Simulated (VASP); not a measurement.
Input:

```xyz
5
Lattice="5.5199 0.0000 0.0000 0.0000 5.5199 0.0000 0.0000 0.0000 5.5199" Properties=species:S:1:pos:R:3 pbc="T T T"
Cs     0.0000     0.0000     0.0000
Pb     2.7600     2.7600     2.7600
Br     2.7600     0.0000     2.7600
Br     0.0000     2.7600     2.7600
Br     2.7600     2.7600     0.0000
```

The numbers are results of LDA (Ceperley-Alder, Perdew-Zunger), VASP's LDA PAW potentials (set 64) (plane waves; VASP), not measurements. Settings: 500 eV cut-off, 4×4×4 Γ-centred mesh, Gaussian smearing of 0.050 eV, potentials Cs_sv Pb_d Br.

Energy and stress use the plane-wave basis of the starting cell.

Task: The ions, cell shape and volume at an external pressure of 10.0 GPa are relaxed. Which structure does the run end with?

Result: 
```xyz
5
Lattice="5.3573 0.0000 0.0000 0.0000 5.3573 0.0000 0.0000 0.0000 5.3573" Properties=species:S:1:pos:R:3 pbc="T T T"
Cs     0.0000     0.0000     0.0000
Pb     2.6787     2.6787     2.6787
Br     2.6787     0.0000     2.6787
Br     0.0000     2.6787     2.6787
Br     2.6787     2.6787     0.0000
```
Space group Pm-3m (221), at a tolerance of 0.03 Å.

Task: How do energy and volume change from the first to the last step?

Result: The energy (σ→0) changes by +131.6 meV/atom and the volume by -8.6 %, in 3 ionic steps.

| step | E(σ→0) (eV) | max force (eV/Å) | pressure (GPa) | volume (Å³) |
|---|---|---|---|---|
| 1 | -17.4533 | 0.000 | 5.01 | 168.19 |
| 2 | -16.0408 | 0.000 | 14.96 | 143.94 |
| 3 | -16.7951 | 0.000 | 9.91 | 153.76 |

The compound is CsPbBr3 in the cubic perovskite structure, the ideal cubic form; the compound distorts at low or room temperature. This run relaxes it under an external pressure of 10 GPa. Symmetry was kept, so distortions that lower it aren't found.
